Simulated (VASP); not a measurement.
VASP input:

KPOINTS:
```
Regular mesh
0
gamma
 6 6 3
```

POSCAR:
```
SnS2
1
    1.8250000000    -3.1609930000     0.0000000000
    1.8250000000     3.1609930000     0.0000000000
    0.0000000000     0.0000000000     5.9000000000
Sn S
1 2
Direct
  0.0004900000   0.0173310000  -0.0005060000
  0.3195160000   0.6343720000   0.2658940000
  0.6799950000   0.3482980000   0.7346120000
```

**INCAR**
```
! general
SYSTEM  = SnS2
PREC    = Accurate
ENCUT   = 300
LREAL   = .FALSE.
LASPH   = .TRUE.

! electronic loop
EDIFF   = 1E-6
NELM    = 100
ALGO    = Normal
LMAXMIX = 4

! smearing
ISMEAR  = -1
SIGMA   = 0.01

! ions
ISIF    = 2

! output
LWAVE   = .FALSE.
LCHARG  = .FALSE.
```

POTCAR, in this order: Sn_d S (LDA.64 set). Program: vasp_std.

Task: Translate this LDA calculation to Ansatz.

Result: One equivalent input (not run):
Ansatz 0.2 input:
```yaml
crystal:
  lattice:
    - [1.8250000, -3.1609930, 0.0000000]
    - [1.8250000, 3.1609930, 0.0000000]
    - [0.0000000, 0.0000000, 5.9000000]
  atoms:
    - { symbol: Sn, position: [0.0004900, 0.0173310, -0.0005060] }
    - { symbol: S, position: [0.3195160, 0.6343720, 0.2658940] }
    - { symbol: S, position: [0.6799950, 0.3482980, 0.7346120] }
kpoints:
  mp_grid: { grid: [6, 6, 3] }
hamiltonian:
  xc: lda
  pseudopotentials: { kind: paw }
scf:
  occupations: { method: fermi_dirac, width: 0.01 }
  max_iter: 100
output: { forces: true, stress: true, eigenvalues: true }
```
Limits of the translation: each code has its own PAW files, so the cut-off isn't converted (ENCUT is set for VASP's; basis.ecutwfc is left out, and Ansatz then takes the one that its files recommend); Ansatz stops its SCF on the density residual and VASP on the energy change (EDIFF); Ansatz's lda is the Perdew-Wang form, while the LDA potentials of VASP carry Perdew-Zunger's.

The structure is a typed SnS2 crystal. The cell was not relaxed at this level, atoms are displaced from their ideal sites.
